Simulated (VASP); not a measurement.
A convergence study with VASP on Cu2O (space group no. 224 when undisturbed): one setting is varied, all else stays as given below, so the limit is that of these other settings. One atom is moved off its site, so that forces are finite.

```xyz
6
Lattice="4.2572 0.0000 0.0000 0.0000 4.2572 0.0000 0.0000 0.0000 4.2572" Properties=species:S:1:pos:R:3 pbc="T T T"
Cu     3.1929     1.0643     3.1929
Cu     1.0643     3.1929     3.1929
Cu     3.1929     3.1929     1.0643
Cu     1.0932     1.0932     1.0932
O      0.0000     0.0000     0.0000
O      2.1286     2.1286     2.1286
```

Calculation: PBEsol GGA, VASP's PBE PAW potentials (set 64) (plane waves; VASP 6.6.1). The tightest run used: 400 eV cut-off, 12×12×12 Γ-centred mesh, Fermi-Dirac smearing of 0.010 eV, potentials Cu O.

Gaps are read on the run's mesh, which can miss a band edge.

```
setting     E (eV/atom)  pressure (GPa)  largest force (eV/Å)  gap on the mesh (eV)  irreducible k-points
----------  -----------  --------------  --------------------  --------------------  --------------------
2×2×2 mesh      -4.9222           -3.15                 1.250                 0.506                     4
3×3×3 mesh      -4.9862           -4.99                 1.272                 0.504                     6
4×4×4 mesh      -4.9912           -4.93                 1.269                 0.504                    13
```

Problem. These are the cheaper rows. Estimate the results at 12×12×12 mesh, and how far the last row shown lies from them.

Solution. 
```csv
quantity,tightest run,last row shown is off by
E (eV/atom),-4.9933,0.0022
pressure (GPa),-5.07,0.14
largest force (eV/Å),1.270,-0.001
gap on the mesh (eV),0.504,0.000
```

Left out are rungs that failed or repeat a setting and relaxations that didn't move; long series are thinned to 24 rows.

The structure is a typed Cu2O crystal (space group no. 224). The cell was not relaxed at this level, it is distorted from the ideal structure.
